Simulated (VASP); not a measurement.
Be3CdO4:

```
CELL_PARAMETERS angstrom
3.07196 0.00000 0.00000
0.00000 4.36111 0.00000
0.00000 0.00000 6.16819
ATOMIC_POSITIONS crystal
Be 0.50000 0.00000 0.25190
Be 0.00000 0.50000 0.50000
Be 0.50000 0.00000 0.74810
Cd 0.00000 0.50000 0.00000
O 0.00000 0.00000 0.50000
O 0.50000 0.50000 0.74031
O 0.00000 0.00000 0.00000
O 0.50000 0.50000 0.25969
```

The cell was built by a generator and needn't be a form met in nature.

| Property | Result |
| --- | --- |
| Program | VASP 6.6.1 |
| Task | relaxation of cell and atoms |
| Functional | PBE |
| Potentials or basis | VASP PAW PBE potentials, release 64 (Be, Cd, O) |
| Cutoff | 520 eV |
| k mesh | 5 × 3 × 3 |
| Occupations | gaussian, width 0.15 eV |
| Spin | no spin polarisation |

At the start: pressure -21.1 GPa; volume 10.33 Å³/atom.

Where does the relaxation end?

Over 11 steps the energy falls by 357.9 meV/atom and the volume is 8.43 Å³/atom (-18.4 %); space group Pmmm (No. 47, to 0.05 Å).

The path:
```tsv
step	energy change (eV)	largest force (eV/Å)	pressure (GPa)	volume (Å³)
1	0.0000	3.0412	-21.09	82.64
2	-2.0170	2.4081	-0.81	67.42
3	-1.9684	1.5864	20.43	62.27
4	-2.0646	2.0640	9.62	64.91
5	-2.4952	2.3511	7.28	64.84
6	-2.5321	1.2895	6.82	64.86
7	-2.8496	0.3089	-1.96	68.06
8	-2.8507	0.2436	-2.45	68.28
9	-2.8625	0.1293	0.94	67.26
10	-2.8633	0.1068	-0.07	67.46
11	-2.8636	0.0431	0.09	67.41
```

Final structure:
```
CELL_PARAMETERS angstrom
2.69331 0.00000 0.00000
0.00000 4.30039 0.00000
0.00000 0.00000 5.82009
ATOMIC_POSITIONS crystal
Be 0.50000 0.00000 0.28924
Be 0.00000 0.50000 0.50000
Be 0.50000 0.00000 0.71076
Cd 0.00000 0.50000 0.00000
O 0.00000 0.00000 0.50000
O 0.50000 0.50000 0.69231
O 0.00000 0.00000 0.00000
O 0.50000 0.50000 0.30769
```

Caveat: the k mesh is coarse (spacing up to 0.48 Å⁻¹), so the values aren't converged; the volume moved by over 15 % at a fixed basis, so the end points are rough.
